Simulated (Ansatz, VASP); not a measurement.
# Cross-check of Al between VASP and Ansatz, part 2 of 2

One calculation is typed for both programs; each brings its own data sets. How far apart do they land? The structure shown is frame 338 of Ansatz's trajectory.

VASP 6.6.1 and Ansatz 0.2.0.

So far: The structure; Ansatz: dynamics, PBEsol.

**3. VASP: single point, PBEsol**

Level of this step: PBEsol; plane waves and PAW (Al) (VASP).

The same cell, functional, mesh and smearing now go to VASP, with its own data sets.

Lines of VASP's logs that name or quote its potential files are left out, and so is its time.

INCAR

```
SYSTEM = Al
PREC = Accurate
ENCUT = 400
EDIFF = 1E-06
NELM = 120
ISMEAR = -1
SIGMA = 0.08
LREAL = Auto
ALGO = Normal
GGA = PS
NBANDS = 168
LORBIT = 11
LWAVE = .FALSE.
LCHARG = .FALSE.
ISIF = 2
LASPH = .TRUE.
GGA_COMPAT = .FALSE.
NCORE = 2
```

POSCAR

```
Al
1.0
   11.2760000000      0.0000000000      0.0000000000
    0.0000000000     11.2760000000      0.0000000000
    0.0000000000      0.0000000000     11.2760000000
Al
76
Direct
    0.7382316424      0.8829372118      0.2370610145
    0.4485987939      0.1379655906      0.7043543810
    0.1197765165      0.0672490245      0.9748137637
    0.7068996098      0.0255764455      0.0614757006
    0.2011972331      0.4621585669      0.1531926215
    0.0049396949      0.4584693154      0.6768889677
    0.7895175594      0.5534409365      0.0243171337
    0.9479247960      0.8191113870      0.6626995388
    0.4356243349      0.7758070238      0.4851631784
    0.5133114580      0.8829017382      0.0828928698
    0.4071833984      0.8757449450      0.7109081234
    0.9808620078      0.4344891806      0.9101365733
    0.3190581767      0.2402625044      0.5366442001
    0.4234391628      0.5482440582      0.3071479248
    0.6146328485      0.2692532813      0.1306580348
    0.2008424973      0.2749822632      0.9541326712
    0.4401560837      0.6960358283      0.9197765165
    0.4416637105      0.1611564385      0.3018534941
    0.2182068109      0.3803299042      0.7490954239
    0.4547978006      0.3914952111      0.7636395885
    0.9799219581      0.4265342320      0.4620432778
    0.6125753813      0.5896417169      0.4235278468
    0.5239890032      0.9211599858      0.3136395885
    0.2615821213      0.6544253281      0.7325824761
    0.0372561192      0.6566069528      0.4910695282
    0.5121940404      0.3687389145      0.4335668677
    0.3597729691      0.0203884356      0.9176747073
    0.7030950692      0.4509311813      0.1940493083
    0.1713196169      0.8608105711      0.8341965236
    0.2408478184      0.6715058531      0.4435704150
    0.2323607662      0.8544519333      0.3374157503
    0.8144909542      0.5552412203      0.5613426747
    0.2192798865      0.0630542746      0.7219581412
    0.4328662646      0.5332032636      0.5763834693
    0.5740954239      0.9534498049      0.8609435970
    0.3480312167      0.7372295140      0.1928875488
    0.0174973395      0.2006119191      0.8111032281
    0.7327155020      0.3129123803      0.9373359347
    0.3758336289      0.0019599149      0.5118481731
    0.9464881164      0.7131252217      0.0910872650
    0.9397924796      0.6931979425      0.8559861653
    0.5343118127      0.1899875842      0.9194749911
    0.7038932245      0.4896505853      0.7938275984
    0.7550727208      0.7753724725      0.4551880099
    0.1443064917      0.0809595601      0.4411138702
    0.1797534587      0.8443242284      0.5704771195
    0.2087176304      0.4760464704      0.5675239447
    0.9308531394      0.1669918411      0.4037690670
    0.7430294431      0.8206190138      0.7089038666
    0.8327066336      0.0013391274      0.5582210004
    0.6181181270      0.2384090103      0.5817133735
    0.9719315360      0.4138967719      0.1429851011
    0.8617949628      0.6121408301      0.3003902093
    0.5982174530      0.6649077687      0.1610145442
    0.3054363249      0.5032635686      0.9445991486
    0.6683753104      0.7272969138      0.9143667967
    0.6074051082      0.9937655197      0.6147215325
    0.5563231642      0.6861653068      0.7042036183
    0.9901472153      0.9101986520      0.3915750266
    0.8334781838      0.2241131607      0.2119279886
    0.3746541327      0.3196967010      0.0984391628
    0.1431447322      0.8771018092      0.1243437389
    0.7526073076      0.3657591344      0.4100124158
    0.0814295850      0.1768889677      0.1739978716
    0.0879035119      0.2485101100      0.5936945725
    0.1618836467      0.6675239447      0.0124600922
    0.8342319972      0.2978095069      0.6944217808
    0.5434019156      0.4752394466      0.0021372827
    0.2800904576      0.0416459737      0.1807821923
    0.6852784675      0.1209737496      0.3874778290
    0.2589925505      0.3079194750      0.3139677190
    0.7508336289      0.0835225257      0.7986963462
    0.0865023058      0.6488471089      0.2459382760
    0.9464969847      0.9174441291      0.8959826179
    0.9309861653      0.0167257893      0.1698119901
    0.9073785030      0.1843916282      0.0089659454
```

KPOINTS

```
Automatic mesh
0
Gamma
1 1 1
0 0 0
```

Potentials, in the order of the species: Al (PBE family, release 64).

On the command line:

```bash
$ mpirun -np 8 vasp_gam
```

Numbers of over 12 decimals in the logs are rounded to 6 here.

What it wrote:

```text
[banner, memory and clock lines left out]
running    8 mpi-ranks, on    1 nodes
[...]
|                                                                             |
|               ----> ADVICE to this user running VASP <----                  |
|                                                                             |
|     You enforced a specific xc type in the INCAR file but a different       |
|     [... a line on the potential file left out ...]
|     I HOPE YOU KNOW WHAT YOU ARE DOING!                                     |
|                                                                             |

 LDA part: xc-table for (Slater+PW92), standard interpolation
 POSCAR, INCAR and KPOINTS ok, starting setup
[...]
entering main loop
       N       E                     dE             d eps       ncg     rms          rms(c)
DAV:   1     0.627688836940E+03    0.62769E+03   -0.76244E+04   336   0.932E+02
DAV:   2    -0.200117549188E+03   -0.82781E+03   -0.75260E+03   456   0.155E+02
DAV:   3    -0.287698851870E+03   -0.87581E+02   -0.82767E+02   400   0.437E+01
DAV:   4    -0.290321098925E+03   -0.26222E+01   -0.25744E+01   424   0.810E+00
[...]
DAV:  13    -0.283325733623E+03    0.59322E-05   -0.38347E-05   384   0.105E-02    0.173E-02
DAV:  14    -0.283325732601E+03    0.10213E-05   -0.61526E-06   384   0.450E-03    0.577E-03
DAV:  15    -0.283325731714E+03    0.88698E-06   -0.76031E-07   192   0.171E-03
   1 F= -.28332573E+03 E0= -.28293885E+03  d E =-.773756E+00
```

Parts of OUTCAR (step 3):

```text
  Total        7.8581572     -6.0215529     -2.8748324      3.0673736     -5.0847323     -4.6781743
  in kB        8.7814472     -6.7290521     -3.2126093      3.4277731     -5.6821602     -5.2278339
  external PRESSURE =      -0.3867381 kB  Pullay stress =       0.0000000 kB

 POSITION                                       TOTAL-FORCE (eV/Angst)
 -----------------------------------------------------------------------------------
      8.32430      9.95600      2.67310         0.296915     -0.581195      0.378758
      5.05840      1.55570      7.94230        -0.395615     -0.337880      0.311454
      1.35060      0.75830     10.99200         0.056131     -1.055917     -0.266364
      7.97100      0.28840      0.69320         0.321701      1.003107     -0.526768
      2.26870      5.21130      1.72740         0.042494      0.542619     -0.013084
      0.05570      5.16970      7.63260         0.027588      0.654248      1.262770
      8.90260      6.24060      0.27420         0.523007      0.218258     -1.046436
     10.68880      9.23630      7.47260         1.752717     -0.072798     -0.995865
      4.91210      8.74800      5.47070         0.380874     -0.036890      0.155269
      5.78810      9.95560      0.93470        -0.336621     -0.203754     -0.176963
      4.59140      9.87490      8.01620        -0.444045      0.178500     -0.108728
     11.06020      4.89930     10.26270        -0.254015     -0.196349     -0.454915
      3.59770      2.70920      6.05120         0.214057     -0.017887      0.062493
      4.77470      6.18200      3.46340        -0.277029     -0.119942     -0.485319
[...]
-----------------------------------------------------------------------------------
    total drift:                               -0.001732     -0.001719     -0.001682

  FREE ENERGIE OF THE ION-ELECTRON SYSTEM (eV)
  ---------------------------------------------------
  free  energy   TOTEN  =      -283.3257317143 eV

  energy  without entropy=     -282.5519753919  energy(sigma->0) =     -282.93885355

[... 3 further parts left out ...]
[key lines of the parts left out:]
E-fermi :   6.5856
```

The run ends at a pressure of -0.04 GPa, with forces up to 2.4 eV/Å.

**4. Differences**

Known differences besides the potentials themselves: the cutoff is 420 eV in Ansatz and 400 eV in VASP (PREC = Accurate, projectors in real space); Ansatz makes its cores anew for this functional, VASP keeps those of its PBE data sets. Total energies have different zeros and are not compared.

Forces on 7 of the 76 atoms, those with the largest forces and the largest differences (eV/Å; atoms numbered as in POSCAR):

| atom | Ansatz x, y, z | VASP x, y, z |
| --- | --- | --- |
| Al8 | 1.741, -0.072, -0.990 | 1.753, -0.073, -0.996 |
| Al15 | -1.380, -1.622, 0.300 | -1.387, -1.635, 0.305 |
| Al19 | -0.167, -0.784, 1.690 | -0.165, -0.787, 1.699 |
| Al25 | -1.716, 0.056, 0.381 | -1.727, 0.057, 0.384 |
| Al30 | 1.591, -1.668, -0.431 | 1.601, -1.686, -0.435 |
| Al31 | -0.407, 2.134, 0.427 | -0.410, 2.148, 0.430 |
| Al47 | -0.501, 0.553, -1.764 | -0.502, 0.552, -1.778 |

The forces differ by 4.5 meV/Å r.m.s., which is 0.8 % of the r.m.s. force of 0.576 eV/Å (both taken over all components).

**5. What came out**

* r.m.s. force difference (single point, PBEsol): 0.78 % of the r.m.s. force

What this shows: The r.m.s. force difference is 0.78 % of the r.m.s. force (single point, PBEsol), within the 3 % picked in this series as the mark of a large difference. 2 further runs of this series are not shown here. How closely two codes agree says nothing of how well the functional describes the real material.

[Lines on the potential files, build, host, timing and source positions are cut from VASP's logs without a mark.]

[Logs are printed without paths, hosts, clocks, repeated set-up lines and the standing remarks that a program may print on its own settings, such as how far it seeks lower states.]

[Hosts, paths, dates, database ids (printed as entryN), source tags and the programs' standing remarks are cut or masked in the printed files.]
